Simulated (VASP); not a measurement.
A run of VASP 6.6.1 is set up as follows.

File INCAR:

```
SYSTEM = Hf3SnS4
ALGO = Fast
EDIFF = 1E-4
EDIFFG = -0.08
ENCUT = 520
GGA = PE
IBRION = 2
ISIF = 3
ISMEAR = 0
LASPH = .True.
LCHARG = .False.
LREAL = .False.
LWAVE = .False.
NELM = 60
NSW = 24
PREC = Normal
SIGMA = 0.15
```

File KPOINTS:

```
k-points
0
Gamma
  3 3 3
  0 0 0
```

Contents of POSCAR:

```
Hf3SnS4
1.0
    0.0000000000      4.5888079600      4.5888079600
    4.5888079600      0.0000000000      4.5888079600
    4.5888079600      4.5888079600      0.0000000000
Hf Sn S
3 1 4
Direct
    0.0000000000      0.0000000000      0.0000000000
    0.2500000000      0.2500000000      0.2500000000
    0.7500000000      0.7500000000      0.7500000000
    0.5000000000      0.5000000000      0.5000000000
    0.3653011200      0.9040966400      0.3653011200
    0.3653011200      0.3653011200      0.3653011200
    0.9040966400      0.3653011200      0.3653011200
    0.3653011200      0.3653011200      0.9040966400
```

Potentials or basis: VASP PAW PBE potentials, release 64 (Hf_pv, Sn_d, S).

Command:

```sh
$ cat potpaw_PBE.64/Hf_pv/POTCAR potpaw_PBE.64/Sn_d/POTCAR potpaw_PBE.64/S/POTCAR > POTCAR
$ mpirun -np 1 vasp_std > vasp.out
```

**Question.** Estimate the relaxed cell.

**Answer.** a = 7.773 Å, b = 7.773 Å, c = 7.773 Å, α = 60.00°, β = 60.00°, γ = 60.00°.

**Question.** Predict the space group after relaxing (to 0.05 Å).

**Answer.** F-43m (No. 216).

**Question.** What does it give for the band gap on the k mesh?

**Answer.** None (metal or under the smearing width).

**Question.** What does it give for the relaxed volume?

**Answer.** 41.52 Å³/atom.

Final structure:
```
Hf Sn S
1.0
     0.00000    5.49657    5.49657
     5.49657    0.00000    5.49657
     5.49657    5.49657    0.00000
Hf Sn S
3 1 4
Cartesian
  0.0000 0.0000 0.0000
  2.7483 2.7483 2.7483
  8.2449 8.2449 8.2449
  5.4966 5.4966 5.4966
  6.9007 4.0925 6.9007
  4.0925 4.0925 4.0925
  4.0925 6.9007 6.9007
  6.9007 6.9007 4.0925
```

Caveat: the k mesh is coarse (spacing up to 0.40 Å⁻¹), so the values aren't converged; the volume moved by over 15 % at a fixed basis, so the end points are rough. The run has no spin-orbit coupling, so splittings on Hf are missing.
